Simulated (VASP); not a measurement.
Method: PBEsol GGA, VASP's PBE PAW potentials (set 64) (plane waves; VASP 6.6.1).

Input for VASP

### KPOINTS
```
K-points
0
gamma
 11 11 3
```

INCAR:
```
ALGO = Normal
EDIFF = 1E-6
EDIFFG = -0.01
ENCUT = 400
GGA = PS
IBRION = 2
ISIF = 3
ISMEAR = 1
LASPH = .True.
LCHARG = .False.
LMAXMIX = 4
LREAL = .False.
LWAVE = .False.
NELM = 100
NSW = 60
PREC = Accurate
SIGMA = 0.1
SYSTEM = TlBi
```

POSCAR:
```
TlBi
1
    3.5097571728     0.0000000000    -0.0000000000
   -1.7548785864     3.0395390314    -0.0000000000
   -0.0000000000     0.0000000000    11.0274907827
Tl Bi
2 2
Direct
  0.0000000000   0.0000000000   0.0000000000
  0.0000000000   0.0000000000   0.5000000000
  0.3333330000   0.6666670000   0.2500000000
  0.6666670000   0.3333330000   0.7500000000
```

POTCAR, in this order: Tl_d Bi_d (PBE.64 set). Program: vasp_std.

Output

OUTCAR:
```
 ion  position               nearest neighbor table
   1  0.000  0.000  0.000-   3 3.42   4 3.42   4 3.42   3 3.42   4 3.42   3 3.42
   2  0.000  0.000  0.500-   3 3.42   4 3.42   4 3.42   3 3.42   4 3.42   3 3.42
   3  0.333  0.667  0.250-   1 3.42   2 3.42   1 3.42   2 3.42   1 3.42   2 3.42
   4  0.667  0.333  0.750-   1 3.42   2 3.42   1 3.42   2 3.42   1 3.42   2 3.42
  LATTYP: Found a hexagonal cell.
 ALAT       =     3.5097571728
 C/A-ratio  =     3.1419526308
 Subroutine PRICEL returns:
 Original cell was already a primitive cell.
 Subroutine GETGRP returns: Found 24 space group operations
The static configuration has the point symmetry D_3d.
 The point group associated with its full space group is D_6h.
The dynamic configuration has the point symmetry D_3d.
 Subroutine INISYM returns: Found 24 space group operations
 Subroutine IBZKPT returns following result:
 Found     32 irreducible k-points:

 Following reciprocal coordinates:
            Coordinates               Weight
  0.000000  0.000000  0.000000      1.000000
  0.090909  0.000000  0.000000      6.000000
  0.181818 -0.000000  0.000000      6.000000
  0.272727  0.000000  0.000000      6.000000
  0.363636  0.000000  0.000000      6.000000
  0.454545  0.000000  0.000000      6.000000
  0.090909  0.090909  0.000000      6.000000
  0.181818  0.090909  0.000000     12.000000
  0.272727  0.090909  0.000000     12.000000
  0.363636  0.090909  0.000000     12.000000
  0.454545  0.090909  0.000000      6.000000
  0.181818  0.181818  0.000000      6.000000
  0.272727  0.181818  0.000000     12.000000
  0.363636  0.181818  0.000000     12.000000
  0.272727  0.272727  0.000000      6.000000
  0.363636  0.272727  0.000000      6.000000
  0.000000  0.000000  0.333333      2.000000
  0.090909  0.000000  0.333333     12.000000
  0.181818 -0.000000  0.333333     12.000000
  0.272727  0.000000  0.333333     12.000000
  0.363636  0.000000  0.333333     12.000000
  0.454545  0.000000  0.333333     12.000000
  0.090909  0.090909  0.333333     12.000000
  0.181818  0.090909  0.333333     24.000000
  0.272727  0.090909  0.333333     24.000000
  0.363636  0.090909  0.333333     24.000000
  0.454545  0.090909  0.333333     12.000000
  0.181818  0.181818  0.333333     12.000000
  0.272727  0.181818  0.333333     24.000000
  0.363636  0.181818  0.333333     24.000000
  0.272727  0.272727  0.333333     12.000000
  0.363636  0.272727  0.333333     12.000000
   k-points           NKPTS =     32   k-points in BZ     NKDIM =     32   number of bands    NBANDS=     33
   number of dos      NEDOS =    301   number of ions     NIONS =      4
   total plane-waves  NPLWV =  41472
   dimension x,y,z NGX =    24 NGY =   24 NGZ =   72
   dimension x,y,z NGXF=    48 NGYF=   48 NGZF=  144
   ions per type =               2   2
   PREC   = accura    normal or accurate (medium, high low for compatibility)
   ISTART =      0    job   : 0-new  1-cont  2-samecut
   ICHARG =      2    charge: 1-file 2-atom 10-const
   ISPIN  =      1    spin polarized calculation?
   LNONCOLLINEAR =      F non collinear calculations
   LSORBIT =      F    spin-orbit coupling
   INIWAV =      1    electr: 0-lowe 1-rand  2-diag
   ENCUT  =  400.0 eV  29.40 Ry    5.42 a.u.   5.72  5.72 17.98*2*pi/ulx,y,z
   NELM   =    100;   NELMIN=  2; NELMDL= -5     # of ELM steps
   EDIFF  = 0.1E-05   stopping-criterion for ELM
   LREAL  =      F    real-space projection
   NLSPLINE    = F    spline interpolate recip. space projectors
   LMAXMIX     =    4 max onsite mixed and CHGCAR
   VOSKOWN=      0    Vosko Wilk Nusair interpolation
   EDIFFG = -.1E-01   stopping-criterion for IOM
   NSW    =     60    number of steps for IOM
   NBLOCK =      1;   KBLOCK =     60    inner block; outer block
...
```

File OSZICAR:
```
       N       E                     dE             d eps       ncg     rms          rms(c)
DAV:   1     0.497406287007E+03    0.49741E+03   -0.25650E+04  2112   0.160E+03
DAV:   2     0.297262109887E+02   -0.46768E+03   -0.46186E+03  2182   0.457E+02
DAV:   3    -0.124023331603E+02   -0.42129E+02   -0.41531E+02  2547   0.150E+02
DAV:   4    -0.138233963177E+02   -0.14211E+01   -0.14187E+01  2344   0.281E+01
DAV:   5    -0.138838250972E+02   -0.60429E-01   -0.60421E-01  3025   0.565E+00    0.380E+00
DAV:   6    -0.138181755297E+02    0.65650E-01   -0.13220E-01  2343   0.286E+00    0.257E+00
DAV:   7    -0.138058402840E+02    0.12335E-01   -0.95027E-02  2439   0.247E+00    0.520E-01
DAV:   8    -0.138036663022E+02    0.21740E-02   -0.14795E-02  2242   0.975E-01    0.402E-02
DAV:   9    -0.138036863553E+02   -0.20053E-04   -0.36490E-04  3099   0.118E-01    0.206E-02
DAV:  10    -0.138036830248E+02    0.33305E-05   -0.32535E-05  2326   0.455E-02    0.978E-03
DAV:  11    -0.138036828994E+02    0.12539E-06   -0.78560E-06  2250   0.196E-02
   1 F= -.13803683E+02 E0= -.13803207E+02  d E =-.138037E+02
       N       E                     dE             d eps       ncg     rms          rms(c)
DAV:   1    -0.140018816816E+02   -0.19820E+00   -0.53406E+00  2423   0.224E+01    0.230E+00
DAV:   2    -0.138449755316E+02    0.15691E+00   -0.33611E-01  2408   0.571E+00    0.953E-01
DAV:   3    -0.138116271641E+02    0.33348E-01   -0.10002E-01  2563   0.301E+00    0.471E-01
DAV:   4    -0.138104823859E+02    0.11448E-02   -0.90719E-03  2275   0.562E-01    0.751E-02
DAV:   5    -0.138103490266E+02    0.13336E-03   -0.25516E-03  2626   0.419E-01    0.530E-02
DAV:   6    -0.138103425947E+02    0.64319E-05   -0.17218E-04  2638   0.111E-01    0.157E-02
DAV:   7    -0.138103414307E+02    0.11640E-05   -0.59054E-06  2441   0.169E-02    0.722E-03
DAV:   8    -0.138103414777E+02   -0.47063E-07   -0.32112E-06  1676   0.143E-02
   2 F= -.13810341E+02 E0= -.13810142E+02  d E =-.665858E-02
       N       E                     dE             d eps       ncg     rms          rms(c)
DAV:   1    -0.138105522171E+02   -0.21079E-03   -0.55443E-03  2433   0.711E-01    0.750E-02
DAV:   2    -0.138103878114E+02    0.16441E-03   -0.36095E-04  2400   0.190E-01    0.310E-02
DAV:   3    -0.138103527332E+02    0.35078E-04   -0.10729E-04  2540   0.100E-01    0.148E-02
DAV:   4    -0.138103498309E+02    0.29023E-05   -0.11846E-05  2244   0.199E-02    0.253E-03
DAV:   5    -0.138103497219E+02    0.10905E-06   -0.27483E-06  1522   0.140E-02
   3 F= -.13810350E+02 E0= -.13810154E+02  d E =-.666682E-02
       N       E                     dE             d eps       ncg     rms          rms(c)
DAV:   1    -0.138282343536E+02   -0.17885E-01   -0.55980E-01  2357   0.582E+00    0.634E-01
DAV:   2    -0.138158827233E+02    0.12352E-01   -0.25538E-02  2370   0.152E+00    0.320E-01
DAV:   3    -0.138116863004E+02    0.41964E-02   -0.10120E-02  2624   0.899E-01    0.129E-01
DAV:   4    -0.138115949433E+02    0.91357E-04   -0.14531E-03  2392   0.259E-01    0.258E-02
DAV:   5    -0.138115798677E+02    0.15076E-04   -0.17824E-04  2786   0.106E-01    0.124E-02
DAV:   6    -0.138115808198E+02   -0.95208E-06   -0.21186E-05  2533   0.375E-02    0.418E-03
DAV:   7    -0.138115807128E+02    0.10700E-06   -0.68370E-07  1160   0.617E-03
   4 F= -.13811581E+02 E0= -.13811375E+02  d E =-.123099E-02
       N       E                     dE             d eps       ncg     rms          rms(c)
DAV:   1    -0.138161343258E+02   -0.45535E-02   -0.14689E-01  2370   0.299E+00    0.325E-01
DAV:   2    -0.138128884777E+02    0.32458E-02   -0.66822E-03  2376   0.803E-01    0.164E-01
DAV:   3    -0.138117906057E+02    0.10979E-02   -0.26591E-03  2631   0.473E-01    0.667E-02
DAV:   4    -0.138117721390E+02    0.18467E-04   -0.41054E-04  2350   0.136E-01    0.132E-02
DAV:   5    -0.138117680565E+02    0.40825E-05   -0.48148E-05  2803   0.545E-02    0.662E-03
DAV:   6    -0.138117684591E+02   -0.40264E-06   -0.57005E-06  2307   0.192E-02
   5 F= -.13811768E+02 E0= -.13811529E+02  d E =-.141874E-02
```

OUTCAR:
```
------------------------ aborting loop because EDIFF is reached ----------------------------------------
  FORCE on cell =-STRESS in cart. coord.  units (eV):
  Direction    XX          YY          ZZ          XY          YZ          ZX
  --------------------------------------------------------------------------------------
  Total       -0.0002180     -0.0002180      0.0235898      0.0000000     -0.0000000     -0.0000000
  in kB       -0.0029359     -0.0029359      0.3176491      0.0000000     -0.0000000     -0.0000000
  external PRESSURE =       0.1039258 kB  Pullay stress =       0.0000000 kB
  volume of cell :      118.98
      direct lattice vectors                 reciprocal lattice vectors
     3.500663530 -0.000000000 -0.000000000     0.285660130  0.164925945  0.000000000
    -1.750331765  3.031663704  0.000000000     0.000000000  0.329851889  0.000000000
     0.000000000 -0.000000000 11.211307661    -0.000000000 -0.000000000  0.089195661
 POSITION                                       TOTAL-FORCE (eV/Angst)
 -----------------------------------------------------------------------------------
     -0.00000     -0.00000     11.21131        -0.000000      0.000000      0.000000
     -0.00000     -0.00000      5.60565         0.000000      0.000000      0.000000
     -0.00000      2.02111      2.80283        -0.000000      0.000000      0.000000
      1.75033      1.01055      8.40848         0.000000     -0.000000      0.000000
 -----------------------------------------------------------------------------------
    total drift:                                0.000000     -0.000000      0.000000
  FREE ENERGIE OF THE ION-ELECTRON SYSTEM (eV)
  ---------------------------------------------------
  free  energy   TOTEN  =       -13.8117684591 eV

  energy  without entropy=      -13.8110511625  energy(sigma->0) =      -13.81152936

 reached required accuracy - stopping structural energy minimisation
```
(Selected blocks of OUTCAR.)

### CONTCAR
```
TlBi
   1.00000000000000
     3.5006635296419182   -0.0000000000000000   -0.0000000000000000
    -1.7503317648209591    3.0316637041703993    0.0000000000000000
     0.0000000000000000   -0.0000000000000000   11.2113076613724019
  Tl              Bi
     2     2
Direct
     0.0000000000000000    0.0000000000000000    1.0000000000000000
     0.0000000000000000    0.0000000000000000    0.5000000000000000
     0.3333330000000032    0.6666669999999968    0.2500000000000000
     0.6666669999999968    0.3333330000000032    0.7500000000000000
```

The structure was generated: TlBi was put into the NiAs type type (P6_3/mmc), which need not be its known phase. This run relaxes it. Symmetry was kept, so distortions that lower it aren't found. The start is the result of an earlier pass.
